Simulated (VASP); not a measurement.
Input:

```
Si
1.0
    0.00000     2.70993     2.70993
    2.70993     0.00000     2.70993
    2.70993     2.70993     0.00000
Si
2
Cartesian
  0.00000   0.00000   0.00000
  1.35497   1.35497   1.35497
```

Method: PBE GGA with D3 dispersion (Becke-Johnson damping), VASP's PBE PAW potentials (set 64) (plane waves; VASP 6.6.1). Settings: 520 eV cut-off, 9×9×9 Γ-centred mesh, tetrahedra with Blöchl corrections, potentials Si.

**Question.** Tabulate the total density of states (states/eV per cell) against energy (eV; zero at the valence-band maximum or, without a gap, the Fermi level).

**Answer.** 
```csv
E (eV),DOS (states/eV)
-9.97,0.63
-9.85,0.70
-9.61,0.86
-9.49,0.88
-9.25,0.78
-9.13,0.73
-8.89,0.67
-8.77,0.64
-8.53,0.58
-8.41,0.54
-8.17,0.39
-8.05,0.15
-7.81,0.00
-7.69,0.01
-7.45,0.11
-7.33,0.26
-7.09,0.62
-6.97,0.65
-6.73,1.51
-6.61,1.31
-6.37,0.79
-6.25,0.68
-6.01,0.53
-5.89,0.50
-5.65,0.44
-5.53,0.42
-5.29,0.35
-5.17,0.31
-5.05,0.29
-4.81,0.27
-4.69,0.26
-4.45,0.23
-4.33,0.30
-4.09,1.60
-3.97,1.11
-3.73,1.00
-3.61,0.97
-3.37,1.12
-3.25,1.18
-3.01,1.29
-2.89,1.42
-2.65,1.48
-2.53,1.49
-2.29,1.42
-2.17,1.38
-1.93,1.36
-1.81,1.34
-1.57,1.26
-1.45,1.23
-1.21,1.00
-1.09,0.79
-0.85,0.51
-0.73,0.42
-0.61,0.33
-0.37,0.21
-0.25,0.15
-0.01,0.00
0.11,0.00
0.35,0.00
0.47,0.00
0.71,0.09
0.83,0.15
1.07,0.28
1.19,0.36
1.43,0.53
1.55,0.62
1.79,0.86
1.91,1.01
2.15,1.42
2.27,1.78
2.51,2.09
2.63,1.94
2.87,0.77
2.99,0.55
3.23,0.80
3.35,1.54
3.59,2.74
3.71,1.84
3.95,1.65
4.07,1.39
```
Within 2 eV below the valence-band maximum the largest weight inside VASP's projection spheres is Si p.

The compound is Si in the diamond structure. It was relaxed first.
